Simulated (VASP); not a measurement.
Input for VASP

### INCAR
```
# general
SYSTEM  =TlCl
PREC    =Accurate
ENCUT   =520
LREAL   =F
LASPH   =T

# electronic loop
EDIFF   =1E-7
NELM    =100
ALGO    =Normal
LMAXMIX =4

# smearing
ISMEAR  =0
SIGMA   =0.05

# functional
GGA     =MK
LUSE_VDW=T
AGGAC   =0.0
PARAM1  =0.1234568
PARAM2  =0.7114
ZAB_VDW =-1.8867

# ions
ISIF    =2

# output
LWAVE   =F
LCHARG  =F
```

File KPOINTS:
```
K-points
0
gamma
7 7 7
```

### POSCAR
```
TlCl
1
    3.8554668033     0.0000000000     0.0000000000
    0.0000000000     3.8554668033     0.0000000000
    0.0000000000     0.0000000000     3.8554668033
Tl Cl
1 1
Direct
  0.0000000000   0.0000000000   0.0000000000
  0.5000000000   0.5000000000   0.5000000000
```

POTCAR, in this order: Tl_d Cl (PBE.64 set). Program: vasp_std.

### Question
Translate this rev-vdW-DF2 calculation to Quantum ESPRESSO's pw.x.

### Answer
One equivalent input (not run):
```
&CONTROL
  calculation = 'scf'
  pseudo_dir = './pseudo'
  outdir = './out'
  tprnfor = .true.
  tstress = .true.
/
&SYSTEM
  ibrav = 0
  nat = 2
  ntyp = 2
  ecutwfc = 60.3
  occupations = 'smearing'
  smearing = 'gaussian'
  degauss = 0.003675
  input_dft = 'vdw-df2-b86r'
/
&ELECTRONS
  conv_thr = 7.3e-09
  electron_maxstep = 100
/
ATOMIC_SPECIES
  Tl 204.380 Tl.upf
  Cl 35.450 Cl.upf
CELL_PARAMETERS angstrom
     3.8554668    0.0000000    0.0000000
     0.0000000    3.8554668    0.0000000
     0.0000000    0.0000000    3.8554668
ATOMIC_POSITIONS crystal
  Tl   0.0000000  0.0000000  0.0000000
  Cl   0.5000000  0.5000000  0.5000000
K_POINTS automatic
  7 7 7 0 0 0
```
Limits of the translation: the potentials are each code's own (VASP's PAW set, PseudoDojo norm-conserving files in pw.x), so ENCUT and ecutwfc are chosen apart and not converted; conv_thr bounds pw.x's estimated SCF error, while EDIFF bounds the energy change between steps.

The compound is TlCl in the CsCl type structure. This cell is one point of a volume scan, at 1.03 of the reference volume.
